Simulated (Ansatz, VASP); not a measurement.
# W16N in two plane-wave programs, part 2 of 3

Aim: how closely do two programs agree when they are given the same cell, functional and k mesh? Of the first pair: The structure shown is the start of the Ansatz relaxation below; VASP solves that cell, so the two are compared at the walk's first step.

VASP 6.6.1 and Ansatz 0.2.0.

So far: Set-up; Ansatz: relaxation, PBE.

**3. VASP: single point, PBE, start cell, pair 1**

Level of this step: PBE, no spin polarisation; plane waves and PAW (W, N) (VASP).

The same cell, functional, mesh and smearing now go to VASP, with its own data sets.

Lines of VASP's logs that name or quote its potential files are left out, and so is its time.

Contents of INCAR:

```
SYSTEM = W16N
PREC = Accurate
ENCUT = 520
EDIFF = 1E-06
NELM = 120
ISMEAR = 1
SIGMA = 0.15
LREAL = .FALSE.
ALGO = Normal
GGA = PE
NBANDS = 67
LASPH = .TRUE.
LORBIT = 11
LWAVE = .FALSE.
LCHARG = .FALSE.
ISIF = 2
LDIPOL = .TRUE.
IDIPOL = 3
DIPOL = 0.5 0.5 0.483
LVHAR = .TRUE.
GGA_COMPAT = .FALSE.
NELMDL = -8
KPAR = 4
```

Contents of POSCAR:

```
W16N
1.0
    6.3687169402      0.0000000000      0.0000000000
    3.1843584701      4.5033659568      0.0000000000
    0.0000000000      0.0000000000     23.1635960934
W N
16 1
Direct
    0.7500000023      0.5000000048      0.3252500160
    0.2499999190      0.5000000048      0.3252500160
    0.7499999630      0.0000000000      0.3252500160
    0.2499999630      0.0000000000      0.3252500160
    1.0000000000      0.0000000000      0.4224579793
    0.4999999262      0.0000000000      0.4224579793
    0.9999999607      0.5000000048      0.4224579793
    0.4999999606      0.5000000048      0.4224579793
    0.7500000023      0.5000000048      0.5196659859
    0.2499999190      0.5000000048      0.5196659859
    0.7499999630      0.0000000000      0.5196659859
    0.2499999630      0.0000000000      0.5196659859
    1.0000000000      0.0000000000      0.6168739924
    0.4999999262      0.0000000000      0.6168739924
    0.9999999607      0.5000000048      0.6168739924
    0.4999999606      0.5000000048      0.6168739924
    0.1874999347      0.1250000567      0.6747499800
```

Contents of KPOINTS:

```
Automatic mesh
0
Gamma
6 6 1
0 0 0
```

The projector-augmented-wave data sets are W and N (PBE family, release 64).

Started as:

```console
$ mpirun -np 4 vasp_std
```

Numbers of over 12 decimals in the logs are rounded to 6 here.

Log:

```text
[banner, memory and clock lines left out]
running    4 mpi-ranks, on    1 nodes
 distrk:  each k-point on    1 cores,    4 groups
 distr:  one band on    1 cores,    1 groups

 POSCAR found type information on POSCAR W N
 POSCAR found :  2 types and      17 ions
|                                                                             |
|               ----> ADVICE to this user running VASP <----                  |
|                                                                             |
|     You have a (more or less) 'large supercell' and for larger cells it     |
|     might be more efficient to use real-space projection operators.         |
|     Therefore, try LREAL= Auto in the INCAR file.                           |
|     Mind: For very accurate calculation, you might also keep the            |
|     reciprocal projection scheme (i.e. LREAL=.FALSE.).                      |
|                                                                             |

 LDA part: xc-table for (Slater+PW92), standard interpolation
 POSCAR, INCAR and KPOINTS ok, starting setup
 FFT: planning ... GRIDC
 FFT: planning ... GRID_SOFT
 FFT: planning ... GRID
 WAVECAR not read
 entering main loop
       N       E                     dE             d eps       ncg     rms          rms(c)
DAV:   1     0.527198519125E+03    0.52720E+03   -0.37984E+04  1742   0.120E+03
DAV:   2    -0.142359070328E+03   -0.66956E+03   -0.63221E+03  2449   0.271E+02
DAV:   3    -0.215190971841E+03   -0.72832E+02   -0.70022E+02  2148   0.842E+01
DAV:   4    -0.220616078481E+03   -0.54251E+01   -0.53392E+01  2860   0.198E+01
DAV:   5    -0.220766014132E+03   -0.14994E+00   -0.14828E+00  2700   0.365E+00
DAV:   6    -0.220774568474E+03   -0.85543E-02   -0.84789E-02  2956   0.663E-01
DAV:   7    -0.220774905383E+03   -0.33691E-03   -0.33512E-03  2708   0.137E-01
DAV:   8    -0.220774932876E+03   -0.27493E-04   -0.27418E-04  2924   0.279E-02    0.741E+01
DAV:   9    -0.212423330996E+03    0.83516E+01   -0.55643E+01  2916   0.248E+01    0.364E+01
DAV:  10    -0.444141721791E+03   -0.23172E+03   -0.14100E+03  3135   0.117E+02    0.488E+01
DAV:  11    -0.203271207087E+03    0.24087E+03   -0.95386E+02  2988   0.846E+01    0.255E+01
DAV:  12    -0.203286758252E+03   -0.15551E-01   -0.27957E+02  3012   0.465E+01    0.785E+00
DAV:  13    -0.206018158595E+03   -0.27314E+01   -0.39208E+01  2804   0.178E+01    0.588E+00
DAV:  14    -0.206161232287E+03   -0.14307E+00   -0.34890E+00  2796   0.592E+00    0.486E+00
[...]
DAV:  30    -0.206051405107E+03   -0.13221E-04   -0.11560E-06  1444   0.350E-03    0.506E-03
DAV:  31    -0.206051424883E+03   -0.19777E-04   -0.22146E-06  1572   0.368E-03    0.336E-03
DAV:  32    -0.206051439338E+03   -0.14454E-04   -0.99704E-07  1340   0.304E-03    0.271E-03
DAV:  33    -0.206051450300E+03   -0.10963E-04   -0.59702E-07  1340   0.205E-03    0.231E-03
DAV:  34    -0.206051458438E+03   -0.81380E-05   -0.16939E-07  1180   0.140E-03    0.193E-03
DAV:  35    -0.206051476395E+03   -0.17957E-04   -0.72300E-07  1364   0.231E-03    0.114E-03
DAV:  36    -0.206051481089E+03   -0.46941E-05   -0.24414E-07  1164   0.147E-03    0.999E-04
DAV:  37    -0.206051481480E+03   -0.39094E-06   -0.82164E-08  1132   0.947E-04
   1 F= -.20605148E+03 E0= -.20605026E+03  d E =-.366338E-02
```

OUTCAR, selected parts (step 3):

```text
ion  position               nearest neighbor table
   1  0.750  0.500  0.325-   3 2.76   4 2.76   4 2.76   3 2.76   7 2.76   8 2.76   2 3.18   2 3.18
                             6 3.18   5 3.18
   2  0.250  0.500  0.325-   3 2.76   4 2.76   4 2.76   3 2.76   7 2.76   8 2.76   1 3.18   1 3.18
                             5 3.18   6 3.18
   3  0.750  0.000  0.325-   1 2.76   2 2.76   2 2.76   1 2.76   6 2.76   5 2.76   4 3.18   4 3.18
                             7 3.18   8 3.18
   4  0.250  0.000  0.325-   1 2.76   2 2.76   2 2.76   1 2.76   5 2.76   6 2.76   3 3.18   3 3.18
                             8 3.18   7 3.18
   5  0.000  0.000  0.422-   8 2.76   7 2.76   7 2.76   8 2.76   4 2.76   3 2.76  12 2.76  11 2.76
                             6 3.18   6 3.18   2 3.18   1 3.18  10 3.18   9 3.18
   6  0.500  0.000  0.422-   8 2.76   7 2.76   7 2.76   8 2.76   4 2.76   3 2.76  12 2.76  11 2.76
                             5 3.18   5 3.18   1 3.18   2 3.18   9 3.18  10 3.18
   7  1.000  0.500  0.422-   6 2.76   5 2.76   5 2.76   6 2.76   2 2.76   1 2.76  10 2.76   9 2.76
                             8 3.18   8 3.18   3 3.18   4 3.18  11 3.18  12 3.18
   8  0.500  0.500  0.422-   5 2.76   6 2.76   6 2.76   5 2.76   2 2.76   1 2.76  10 2.76   9 2.76
                             7 3.18   7 3.18   4 3.18   3 3.18  12 3.18  11 3.18
   9  0.750  0.500  0.520-  11 2.76  12 2.76  12 2.76  11 2.76  15 2.76   7 2.76  16 2.76   8 2.76
                            10 3.18  10 3.18  14 3.18   6 3.18  13 3.18   5 3.18
  10  0.250  0.500  0.520-  11 2.76  12 2.76  12 2.76  11 2.76  15 2.76   7 2.76  16 2.76   8 2.76
                             9 3.18   9 3.18  13 3.18   5 3.18  14 3.18   6 3.18
  11  0.750  0.000  0.520-   9 2.76  10 2.76  10 2.76   9 2.76  14 2.76  13 2.76   6 2.76   5 2.76
                            12 3.18  12 3.18  15 3.18   7 3.18  16 3.18   8 3.18
  12  0.250  0.000  0.520-   9 2.76  10 2.76  10 2.76   9 2.76  13 2.76  14 2.76   5 2.76   6 2.76
                            11 3.18  11 3.18  16 3.18   8 3.18  15 3.18   7 3.18
  13  0.000  0.000  0.617-  17 2.16  16 2.76  15 2.76  15 2.76  16 2.76  12 2.76  11 2.76  14 3.18
                            14 3.18  10 3.18   9 3.18
  14  0.500  0.000  0.617-  17 2.16  16 2.76  15 2.76  15 2.76  16 2.76  12 2.76  11 2.76  13 3.18
                            13 3.18   9 3.18  10 3.18
  15  1.000  0.500  0.617-  17 2.16  14 2.76  13 2.76  13 2.76  14 2.76  10 2.76   9 2.76  16 3.18
                            16 3.18  11 3.18  12 3.18
  16  0.500  0.500  0.617-  13 2.76  14 2.76  14 2.76  13 2.76  10 2.76   9 2.76  15 3.18  15 3.18
                            12 3.18  11 3.18
  17  0.187  0.125  0.675-  13 2.16  14 2.16  15 2.16

  LATTYP: Found a base centered orthorhombic cell.
 ALAT       =     6.3687169402
 B/A-ratio  =     1.4142145110
 C/A-ratio  =     3.6370899054

 Subroutine GETGRP returns: Found  2 space group operations
 (whereof  1 operations were pure point group operations)

The static configuration has the point symmetry C_1 .
 The point group associated with its full space group is C_1h.

 Found     13 irreducible k-points:

   k-points           NKPTS =     13   k-points in BZ     NKDIM =     13   number of bands    NBANDS=     67

   dimension x,y,z NGX =    48 NGY =   42 NGZ =  180
   dimension x,y,z NGXF=    96 NGYF=   84 NGZF=  360

   ENCUT  =  520.0 eV  38.22 Ry    6.18 a.u.  11.84 10.26 43.07*2*pi/ulx,y,z

   NELECT =     101.0000    total number of electrons

 k-points in reciprocal lattice and weights: Automatic mesh
   0.00000000  0.00000000  0.00000000       0.028
   0.16666667  0.00000000  0.00000000       0.111
   0.33333333  0.00000000  0.00000000       0.111
   0.50000000  0.00000000  0.00000000       0.056
   0.00000000  0.16666667  0.00000000       0.056
   0.33333333  0.16666667  0.00000000       0.056
   0.50000000  0.16666667  0.00000000       0.111
  -0.33333333  0.16666667  0.00000000       0.111
  -0.16666667  0.16666667  0.00000000       0.111
   0.00000000  0.33333333  0.00000000       0.056
  -0.33333333  0.33333333  0.00000000       0.056
  -0.16666667  0.33333333  0.00000000       0.111
   0.00000000  0.50000000  0.00000000       0.028

 dipolmoment           0.000000      0.000000      0.058605 electrons x Angstroem

 average (electrostatic) potential at core
       1 -45.7182       2 -45.7182       3 -45.7580       4 -45.7406       5 -45.8014
       6 -45.8014       7 -45.8244       8 -45.8202       9 -45.7771      10 -45.7771
      11 -45.7647      12 -45.8321      13 -45.9247      14 -45.9247      15 -45.7861
      16 -45.8197      17 -68.7903

 E-fermi :   0.0074

 k-point     1 :       0.0000    0.0000    0.0000
  band No.  band energies     occupation
    ...
     42      -1.1479      2.00000
     43      -0.8068      2.00000
     44      -0.5706      2.00000
     45      -0.5684      2.00000
     46      -0.0116      1.21246
     47       0.4323     -0.00046
     48       0.6460     -0.00000
     49       0.6547     -0.00000
     50       0.7352     -0.00000
     51       0.8129     -0.00000
    ...

 k-point     2 :       0.1667    0.0000    0.0000
  band No.  band energies     occupation
    ...
     43      -0.9982      2.00000
     44      -0.8333      2.00000
     45      -0.6331      2.00000
     46      -0.1491      2.05813
     47      -0.0073      1.16488
     48       0.1158      0.06510
     49       0.1688     -0.06264
     50       0.3484     -0.00601
     51       0.4462     -0.00028
     52       0.6321     -0.00000
    ...

 k-point     3 :       0.3333    0.0000    0.0000
  band No.  band energies     occupation
    ...
     46      -0.8852      2.00000
     47      -0.8684      2.00000
     48      -0.7218      2.00000
     49      -0.3482      2.00404
     50      -0.1535      2.06226
     51       0.0944      0.17881
     52       0.3317     -0.00917
     53       0.4418     -0.00033
     54       0.6221     -0.00000
     55       0.7546     -0.00000
    ...

  Total      -29.7858012    -23.6447980    -19.2457826      0.0000000     -1.3302576      0.0000000
  in kB      -71.8331148    -57.0231256    -46.4142127      0.0000000     -3.2081241      0.0000000
  external PRESSURE =     -58.4234844 kB  Pullay stress =       0.0000000 kB

  energy-cutoff  :      520.00
  volume of cell :      664.35
      direct lattice vectors                 reciprocal lattice vectors
     6.368716940  0.000000000  0.000000000     0.157017498 -0.111028063  0.000000000
     3.184358470  4.503365957  0.000000000     0.000000000  0.222056126  0.000000000
     0.000000000  0.000000000 23.163596093     0.000000000  0.000000000  0.043171190

 POSITION                                       TOTAL-FORCE (eV/Angst)
 -----------------------------------------------------------------------------------
      6.36872      2.25168      7.53396         0.007984      0.019241      0.860095
      3.18436      2.25168      7.53396        -0.007984      0.019241      0.860095
      4.77654      0.00000      7.53396        -0.000000     -0.012085      0.841411
      1.59218      0.00000      7.53396        -0.000000     -0.012016      0.699702
      0.00000      0.00000      9.78565        -0.108582      0.047451     -0.583375
      3.18436      0.00000      9.78565         0.108582      0.047451     -0.583375
      7.96090      2.25168      9.78565        -0.000000     -0.073314     -0.681956
      4.77654      2.25168      9.78565        -0.000000      0.090161     -0.748307
      6.36872      2.25168     12.03733        -0.070185      0.049268      0.734846
      3.18436      2.25168     12.03733         0.070185      0.049268      0.734846
      4.77654      0.00000     12.03733        -0.000000     -0.125313      0.088702
      1.59218      0.00000     12.03733        -0.000000      0.049371      0.500695
      0.00000      0.00000     14.28902         0.607225      0.408106      0.717118
      3.18436      0.00000     14.28902        -0.607225      0.408106      0.717118
      7.96090      2.25168     14.28902        -0.000000     -0.122024      0.184994
      4.77654      2.25168     14.28902         0.000000     -0.336449     -1.276438
      1.59218      0.56292     15.62964         0.000000     -0.506463     -3.066173
 -----------------------------------------------------------------------------------
    total drift:                               -0.000001     -0.000250     -0.000454

  FREE ENERGIE OF THE ION-ELECTRON SYSTEM (eV)
  ---------------------------------------------------
  free  energy   TOTEN  =      -206.0514814801 eV

  energy  without entropy=     -206.0478180959  energy(sigma->0) =     -206.05026035

 vacuum level on the upper side and lower side of the slab         5.361         4.992

 total charge
# of ion       s       p       d       tot
------------------------------------------
    1        0.665   0.513   4.001   5.179
    2        0.665   0.513   4.001   5.179
    3        0.666   0.516   3.992   5.174
    4        0.664   0.516   3.996   5.176
    5        0.666   0.683   4.133   5.482
    6        0.666   0.683   4.133   5.482
    7        0.666   0.683   4.130   5.478
    8        0.666   0.682   4.130   5.477
    9        0.662   0.683   4.138   5.483
   10        0.662   0.683   4.138   5.483
   11        0.669   0.684   4.133   5.486
   12        0.665   0.691   4.131   5.488
   13        0.653   0.606   4.045   5.305
   14        0.653   0.606   4.045   5.305
   15        0.648   0.606   4.055   5.309
   16        0.655   0.488   4.034   5.176
   17        1.286   2.263   0.000   3.549
--------------------------------------------------
tot         11.876  12.100  65.235  89.210

[... 3 further parts left out ...]
```

This run has no spin polarisation, so a moment on W, if there is one, isn't seen. Its electron count is odd, so without a moment it is a metal by construction. The data set W keeps the semicore shell frozen, which is cheaper and a little less accurate.

**4. Side by side**

Known differences besides the potentials themselves: Ansatz cuts the interaction across the vacuum, VASP repeats the sheet with a dipole correction; the data sets hold 229 valence electrons in Ansatz (on its PAW soft_1 files) and 101 in VASP; the cutoff is 420 eV in Ansatz and 520 eV in VASP. Total energies have different zeros and are not compared.

Forces on 8 of the 17 atoms, those with the largest forces and the largest differences (eV/Å; atoms numbered as in POSCAR):

| atom | Ansatz x, y, z | VASP x, y, z |
| --- | --- | --- |
| W1 | 0.009, 0.020, 0.689 | 0.008, 0.019, 0.860 |
| W2 | -0.009, 0.020, 0.689 | -0.008, 0.019, 0.860 |
| W3 | 0.000, -0.013, 0.671 | 0.000, -0.012, 0.841 |
| W13 | 0.622, 0.417, 0.890 | 0.607, 0.408, 0.717 |
| W14 | -0.622, 0.417, 0.890 | -0.607, 0.408, 0.717 |
| W15 | 0.000, -0.154, 0.360 | 0.000, -0.122, 0.185 |
| W16 | 0.000, -0.325, -1.105 | 0.000, -0.336, -1.276 |
| N17 | 0.000, -0.505, -3.088 | 0.000, -0.506, -3.066 |

The forces differ by 69 meV/Å r.m.s., which is 11.2 % of the r.m.s. force of 0.616 eV/Å (both taken over all components). With vacuum in the cell, a pressure given here is an average over mostly empty space and none of the material.

**5. Further runs**

Further runs change the set-up of one program: Ansatz's method, potentials or start, or VASP's data sets, cutoff or form of LDA. The table gives that difference for each run.

| run | r.m.s. force difference (meV/Å) |
| --- | --- |
| as above | 69 |
| VASP with the data sets W_sv and N | 17 |

**6. Ansatz: relaxation, PBE**

This run makes the geometry at which the two programs are then compared.

The structure compared here is the end of the Ansatz relaxation.

Contents of input.yaml:

```yaml
crystal:
  lattice:
    - [6.3687169402, 0.0, 0.0]
    - [3.1843584701, 4.5033659568, 0.0]
    - [0.0, 0.0, 23.1635960934]
  atoms:
    - { symbol: W, position: [0.75, 0.5, 0.32525] }
    - { symbol: W, position: [0.25, 0.5, 0.32525] }
    - { symbol: W, position: [0.75, 0.0, 0.32525] }
    - { symbol: W, position: [0.25, 0.0, 0.32525] }
    - { symbol: W, position: [0.0, 0.0, 0.422458] }
    - { symbol: W, position: [0.5, 0.0, 0.422458] }
    - { symbol: W, position: [0.0, 0.5, 0.422458] }
    - { symbol: W, position: [0.5, 0.5, 0.422458] }
    - { symbol: W, position: [0.75, 0.5, 0.519666] }
    - { symbol: W, position: [0.25, 0.5, 0.519666] }
    - { symbol: W, position: [0.75, 0.0, 0.519666] }
    - { symbol: W, position: [0.25, 0.0, 0.519666] }
    - { symbol: W, position: [0.0, 0.0, 0.616874] }
    - { symbol: W, position: [0.5, 0.0, 0.616874] }
    - { symbol: W, position: [0.0, 0.5, 0.616874] }
    - { symbol: W, position: [0.5, 0.5, 0.616874] }
    - { symbol: "N", position: [0.1875, 0.125, 0.67475] }
  periodic: [true, true, false]
kpoints:
  mp_grid: { grid: [6, 6, 1] }
hamiltonian:
  xc: pbe
  pseudopotentials: { kind: paw, azcp: { folder: soft_1 } }
scf:
  occupations: { method: methfessel_paxton, width: 0.15 }
output:
  forces: true
  eigenvalues: true
relax:
  adjacent_minimum: "off"
  f_tol: 0.003
  max_steps: 120
  constraints: [{ sites: [0, 1, 2, 3, 4, 5, 6, 7] }]
```

Started as:

```console
$ ansatz run input.yaml --threads 8 --pin off --max-ram 20480MiB --backend cpu --events-out ev --progress --plain --runs-dir out
```

Log:

```text
[...]
E_kinetic    = 6840.209804
  E_local      = -1167465.431535  (includes V_loc(G=0)·N_el)
  E_nonlocal   = -367.221662
  E_hartree    = 579922.975031
  E_xc         = -4322.936112
  E_vxc        = -3750.379679  (∫ρ·V_xc dr)
  E_paw        = -137371.157427  (= ΣΔE_a)
  E_vpaw       = -2616.913245  (= ΣTr[D̂ρ^β])
  E_aug_tail   = 0.003206  (compensation charges beyond the density's cutoff)
  E_ewald      = 556214.675980
  E_smearing   = -0.006791  (= −TS)
  E_closure    = -0.000000  (closes the sum)
[...]
- { symbol: W, position: [0.750000, 0.0, 0.188390] }
    - { symbol: W, position: [0.250000, 0.0, 0.188390] }
    - { symbol: W, position: [0.0, 0.0, 0.244694] }
    - { symbol: W, position: [0.500000, 0.0, 0.244694] }
    - { symbol: W, position: [1.1102230246251565e-16, 0.5, 0.244694] }
    - { symbol: W, position: [0.500000, 0.5, 0.244694] }
[...]
- { symbol: W, position: [-0.000769244, 0.000411571, 0.356978] }
    - { symbol: W, position: [0.500358, 0.000411571, 0.356978] }
    - { symbol: W, position: [-0.00363826, 0.507277, 0.356477] }
    - { symbol: W, position: [0.508064, 0.483873, 0.354792] }
    - { symbol: N, position: [0.209268, 0.081463, 0.384328] }
```

[end of part 2 of 3]

[Lines on the potential files, build, host, timing and source positions are cut from VASP's logs without a mark.]

[Logs are printed without paths, hosts, clocks, repeated set-up lines and the standing remarks that a program may print on its own settings, such as how far it seeks lower states.]

[Hosts, paths, dates, database ids (printed as entryN), source tags and the programs' standing remarks are cut or masked in the printed files.]
